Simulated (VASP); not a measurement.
A convergence study with VASP on Ni (fcc): a few settings are varied, all else stays as given below, so the limit is that of these other settings. The cell's lengths are 1 % over those of the tabulated start, so it is off equilibrium.

```
Ni
1.0
    0.00000     1.77760     1.77760
    1.77760     0.00000     1.77760
    1.77760     1.77760     0.00000
Ni
1
Direct
  0.00000   0.00000   0.00000
```
Starting moments (μB, in the order of the record's atoms Ni): 0.8.

These are PBE GGA, VASP's PBE PAW potentials (set 64) (plane waves; VASP) values and carry that method's errors. The last row used: 550 eV cut-off, 15×15×15 Γ-centred mesh, first-order Methfessel-Paxton smearing of 0.10 eV, potentials Ni.

| setting | E (eV/atom) | pressure (GPa) | moment (μB) | electronic steps |
|---|---|---|---|---|
| ALGO = Normal, EDIFF = 1E-2 | -5.4656 | -3.49 | 0.655 | 9 |
| ALGO = Normal, EDIFF = 1E-3 | -5.4652 | -4.11 | 0.653 | 10 |
| ALGO = Normal, EDIFF = 1E-4 | -5.4651 | -6.28 | 0.653 | 11 |
| ALGO = Normal, EDIFF = 1E-5 | -5.4651 | -5.68 | 0.654 | 12 |
| ALGO = Normal, EDIFF = 1E-6 | -5.4651 | -5.77 | 0.654 | 13 |
| ALGO = Normal, EDIFF = 1E-7 | -5.4651 | -5.70 | 0.654 | 14 |
| ALGO = Normal, EDIFF = 1E-8 | -5.4651 | -5.70 | 0.654 | 16 |
| ALGO = Normal, EDIFF = 1E-9 | -5.4651 | -5.70 | 0.654 | 17 |
| ALGO = Fast, EDIFF = 1E-2 | -5.4655 | 5.55 | 0.652 | 9 |
| ALGO = Fast, EDIFF = 1E-3 | -5.4651 | -4.61 | 0.654 | 10 |
| ALGO = Fast, EDIFF = 1E-4 | -5.4651 | -7.29 | 0.654 | 11 |
| ALGO = Fast, EDIFF = 1E-5 | -5.4651 | -5.84 | 0.654 | 12 |
| ALGO = Fast, EDIFF = 1E-6 | -5.4651 | -5.83 | 0.654 | 13 |
| ALGO = Fast, EDIFF = 1E-7 | -5.4651 | -5.71 | 0.654 | 14 |
| ALGO = Fast, EDIFF = 1E-8 | -5.4651 | -5.69 | 0.654 | 15 |
| ALGO = Fast, EDIFF = 1E-9 | -5.4651 | -5.70 | 0.654 | 18 |
| ALGO = All, EDIFF = 1E-2 | -5.4638 | -10.03 | 0.652 | 10 |
| ALGO = All, EDIFF = 1E-3 | -5.4647 | -3.93 | 0.650 | 11 |
| ALGO = All, EDIFF = 1E-4 | -5.4651 | -5.84 | 0.653 | 14 |
| ALGO = All, EDIFF = 1E-5 | -5.4651 | -5.59 | 0.654 | 15 |
| ALGO = All, EDIFF = 1E-6 | -5.4651 | -5.74 | 0.654 | 17 |
| ALGO = All, EDIFF = 1E-7 | -5.4651 | -5.71 | 0.654 | 19 |
| ALGO = All, EDIFF = 1E-8 | -5.4651 | -5.70 | 0.654 | 21 |
| ALGO = All, EDIFF = 1E-9 | -5.4651 | -5.70 | 0.654 | 22 |

Left out are rungs that failed or repeat a setting and relaxations that didn't move; long series are thinned to 24 rows.

The compound is Ni in the fcc structure. The cell was not relaxed at this level. The spin order is the one that the start imposed; others were not tried in this run.
